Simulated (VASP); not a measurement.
YMg6Si, 8 atoms in the cell. The structure is orthorhombic, space group Amm2 (No. 38). The conventional cell has a = 5.083 Å, b = 6.063 Å, c = 11.682 Å, α = 90.00°, β = 90.00°, γ = 90.00°. Around Y (site symmetry mm2) lie 2 Si at 3.04 Å and 10 Mg at 3.16 to 3.32 Å. Si (site symmetry mm2) has 2 Y at 3.04 Å and 10 Mg at 3.11 to 3.44 Å as nearest neighbours. Mg (site symmetry mm2) is surrounded by 10 Mg at 3.04 to 3.37 Å and 2 Si at 3.15 Å. Mg (site symmetry mm2) is surrounded by 10 Mg at 3.04 to 3.42 Å and 2 Y at 3.16 Å. Mg (site symmetry m) has 8 Mg at 2.99 to 3.42 Å and 2 Si at 3.11 Å and 2 Y at 3.19 Å as nearest neighbours. Mg (site symmetry m) has 8 Mg at 3.03 to 3.20 Å and 2 Si at 3.15 to 3.44 Å and 2 Y at 3.26 to 3.32 Å as nearest neighbours. The cell comes from a database or a generator and needn't be the stable form of this composition.

* Program: VASP 6.6.1
* Task: electric field gradients
* Functional: AM05
* Potentials or basis: VASP PAW PBE potentials, release 64 (Y_sv, Si, Mg)
* Cutoff: 500 eV
* k mesh: 5 × 5 × 5
* Occupations: methfessel-paxton, width 0.1 eV
* Spin: no spin polarisation
* Monkhorst-Pack mesh: yes
* Further INCAR settings: ALGO = Normal; EDIFF = 1e-08

Potentials or basis: VASP PAW PBE potentials, release 64 (Y_sv, Si, Mg).

The run is started by

```sh
$ cat potpaw_PBE.64/Y_sv/POTCAR potpaw_PBE.64/Si/POTCAR potpaw_PBE.64/Mg/POTCAR > POTCAR
$ mpirun -np 1 vasp_std > vasp.out
```

Hardware: 1 thread of Intel(R) Xeon(R) 6975P-C (Granite Rapids), with other jobs on the host.

Task: Estimate the wall time of this run.

Result: Wall time 84 s on 1 thread of Intel(R) Xeon(R) 6975P-C (Granite Rapids) (shared host), peak memory 0.34 GiB. Counts: scf iterations 18, k points 27.
